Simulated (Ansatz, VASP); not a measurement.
# Two plane-wave programs on SrLaMnO3

The input INCAR:

```
PREC     = Accurate       # precision mode
ENCUT    = 520            # plane-wave cutoff, eV
EDIFF    = 1E-7           # SCF threshold, eV
ISMEAR   = -1             # smearing method
SIGMA    = 0.05           # smearing width, eV
LREAL    = False          # projectors in reciprocal space
LASPH    = True           # aspherical terms in the spheres
NELM     = 100            # most SCF steps
ALGO     = Normal         # electronic algorithm
ISIF     = 2              # what is computed and relaxed
LWAVE    = False          # write WAVECAR
LCHARG   = False          # write CHGCAR
ISPIN    = 2              # spin polarisation
MAGMOM   = 0 0 4 0 0 0    # initial moments
LORBIT   = 11             # projections on sites
LMAXMIX  = 6              # l up to which the mixer works
GGA      = PE             # functional
NBANDS   = 39             # bands
```

File KPOINTS:

```
regular mesh
0
Gamma
  7 7 8
```

Contents of POSCAR:

```
SrLaMnO3
1.0
    6.8962336513     -1.9801125000      0.0000000000
    6.8962336513      1.9801125000      0.0000000000
   -0.9192748855      0.0000000000      3.4655354235
La Sr Mn O
1 1 1 3
Direct
    0.6379440000      0.6599380000      0.6319190000
    0.3447410000      0.3637300000      0.3415210000
    1.0006690000      0.9945230000      0.9833040000
    0.5075190000      0.5058900000      0.9848900000
    0.8371160000      0.8249220000      0.8132980000
    0.1747920000      0.1639080000      0.1646290000
```

The input input.yaml:

```yaml
crystal:
  lattice:
    - [6.8962336513, -1.9801125, 0.0]
    - [6.8962336513, 1.9801125, 0.0]
    - [-0.9192748855, 0.0, 3.4655354235]
  atoms:
    - { symbol: La, position: [0.637944, 0.659938, 0.631919] }
    - { symbol: Sr, position: [0.344741, 0.36373, 0.341521] }
    - { symbol: Mn, position: [1.000669, 0.994523, 0.983304], spin: 4.0 }
    - { symbol: O, position: [0.507519, 0.50589, 0.98489] }
    - { symbol: O, position: [0.837116, 0.824922, 0.813298] }
    - { symbol: O, position: [0.174792, 0.163908, 0.164629] }
hamiltonian:
  xc: pbe
  pseudopotentials: { kind: paw }
magnetization:
  spin_polarized: true
kpoints:
  mp_grid: { grid: [7, 7, 8] }
scf:
  occupations: { method: fermi_dirac, width: 0.05 }
output:
  forces: true
  stress: true
  eigenvalues: true
```

Change from the starting cell: atoms moved at random, drawn with an rms of 0.05 Å.

Alike in both runs: task single point; functional PBE; k mesh 7 × 7 × 8; occupations fermi-dirac, width 0.05 eV; collinear spin, ferromagnetic start.

|  | VASP | Ansatz |
| --- | --- | --- |
| version | VASP 6.6.1 | Ansatz 0.2.0 |
| potentials or method | VASP PAW PBE potentials, release 64 (La, Sr_sv, Mn_pv, O) | Ansatz PAW |
| plane-wave cutoff (eV) | 520 | 420 |
| valence electrons in the cell | 52 | 54 |

Ansatz gave:

```
gap on the k mesh at the Fermi level (eV)                     : none
pressure (GPa)                                                : -3.0
largest component of the traceless stress (GPa)               : 1.96
rms of the force components (eV/Å)                            : 0.156
net moment per atom (μB)                                      : 0.68
size of the moment on the site where the two differ most (μB) : 3.40
```

Question: Estimate VASP's values.

Answer: gap on the k mesh at the Fermi level (eV): none; pressure (GPa): -2.8; largest component of the traceless stress (GPa): 1.76; rms of the force components (eV/Å): 0.167; net moment per atom (μB): 0.68; size of the moment on the site where the two differ most (μB): 3.85.

Site moments also hang on the region over which each program counts them. Atom by atom the forces differ by 0.015 eV/Å (rms over components). A gap of «none» marks a metal or a gap that the smearing closes. The two sets of potentials don't hold the same shells in valence.

Caveats: a cell with one magnetic atom can't hold antiferromagnetic order, which such compounds often take; semilocal functionals often make such compounds metallic where correlation or magnetic order opens a gap, which also shifts bond lengths; the pressure holds a Pulay correction of +0.4 GPa for the finite cutoff (Ansatz). The runs have no spin-orbit coupling, so splittings on La are missing.
